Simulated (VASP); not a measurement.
All values below come from PBE GGA with D4 dispersion, VASP's PBE PAW potentials (set 64) (plane waves; VASP 6.6.1).

VASP input:

INCAR:
```
# general
SYSTEM   =  CsCl
PREC     =  Accurate
ENCUT    =  520   # plane-wave cut-off (eV)
LREAL    =  .False.   # projection in real space or not
LASPH    =  .True.

# electronic loop
EDIFF    =  1E-6
NELM     =  100   # most electronic steps
ALGO     =  Normal   # blocked Davidson
LMAXMIX  =  4

# smearing
ISMEAR   =  0   # Gaussian
SIGMA    =  0.05

# functional
GGA      =  PE
IVDW     =  13   # D4

# ions
IBRION   =  2   # conjugate gradients
NSW      =  60   # most ionic steps
ISIF     =  3   # ions, shape and volume
EDIFFG   =  -0.01   # ionic stop

# output
LWAVE    =  .False.
LCHARG   =  .False.
```

File KPOINTS:
```
Automatic mesh
0
Gamma
6 6 6
0 0 0
```

File POSCAR:
```
CsCl
1
    4.1200000000     0.0000000000     0.0000000000
    0.0000000000     4.1200000000     0.0000000000
    0.0000000000     0.0000000000     4.1200000000
Cs Cl
1 1
Direct
  0.0000000000   0.0000000000   0.0000000000
  0.5000000000   0.5000000000   0.5000000000
```

POTCAR, in this order: Cs_sv Cl (PBE.64 set). Program: vasp_std.

Energy and stress use the plane-wave basis of the starting cell. Unless said otherwise, spin-orbit coupling is left out, though it shifts the bands of the heavy elements here.

Predict the energy per atom (σ→0), dispersion energy, volume per atom, band gap (on the k-mesh).

```
Quantity                          Result
------------------------  --------------
energy per atom (σ→0)     -3414 meV/atom
dispersion energy              -0.293 eV
band gap (on the k-mesh)         5.17 eV
volume per atom            35.80 Å³/atom
```

OSZICAR:
```
...
DAV:   1    -0.654480194459E+01   -0.13257E-01   -0.19160E-01   480   0.298E+00    0.527E-01
DAV:   2    -0.653643533601E+01    0.83666E-02   -0.14678E-02   496   0.734E-01    0.179E-01
DAV:   3    -0.653488521137E+01    0.15501E-02   -0.41509E-03   480   0.396E-01    0.964E-02
DAV:   4    -0.653477485845E+01    0.11035E-03   -0.32352E-04   508   0.118E-01    0.237E-02
DAV:   5    -0.653477123823E+01    0.36202E-05   -0.20436E-05   536   0.310E-02    0.131E-02
DAV:   6    -0.653476950224E+01    0.17360E-05   -0.12492E-06   348   0.922E-03    0.379E-03
DAV:   7    -0.653476924716E+01    0.25508E-06   -0.54673E-07   264   0.495E-03
   3 F= -.68274536E+01 E0= -.68274536E+01  d E =-.228368E-02
```

The compound is CsCl in the CsCl type structure. This run relaxes it. Symmetry was kept, so distortions that lower it aren't found.
